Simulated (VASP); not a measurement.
Level of theory: PBEsol GGA, VASP's PBE PAW potentials (set 64) (plane waves; VASP 6.6.1).

A VASP calculation is set up with these files.

POSCAR:
```
RbAu5
1
    5.6467600000     0.0000000000     0.0000000000
   -2.8233800000     4.8902370000     0.0000000000
    0.0000000000     0.0000000000     4.3531600000
Rb Au
1 5
Direct
  0.0000000000   0.0000000000   0.0000000000
  0.3333330000   0.6666670000   0.0000000000
  0.6666670000   0.3333330000   0.0000000000
  0.5000000000   0.0000000000   0.5000000000
  0.5000000000   0.5000000000   0.5000000000
  0.0000000000   0.5000000000   0.5000000000
```

### INCAR
```
ALGO  =  Normal
EDIFF  =  1E-6
ENCUT  =  300
GGA  =  PS
ISIF  =  2
ISMEAR  =  -1
LASPH  =  .TRUE.
LCHARG  =  .FALSE.
LMAXMIX  =  6
LREAL  =  .FALSE.
LWAVE  =  .FALSE.
NELM  =  100
PREC  =  Accurate
SIGMA  =  0.05
SYSTEM  =  RbAu5
```

File KPOINTS:
```
Automatic mesh
0
Gamma
5 5 5
0 0 0
```

POTCAR, in this order: Rb_sv Au (PBE.64 set). Program: vasp_std.

Q: What will the output report for the number of irreducible k-points (NKPTS), largest plane-wave count, number of space-group operations, FFT grid (NGX, NGY, NGZ)?

A: 
* **number of irreducible k-points (NKPTS)**: 15
* **largest plane-wave count**: 1426
* **number of space-group operations**: 24
* **FFT grid (NGX, NGY, NGZ)**: 32 × 32 × 28

The structure comes from a measured RbAu5 entry (P6/mmm) of the Crystallography Open Database, whose conditions weren't checked. The cell was not relaxed at this level, and its volume differs by -5.9 % from the start's.
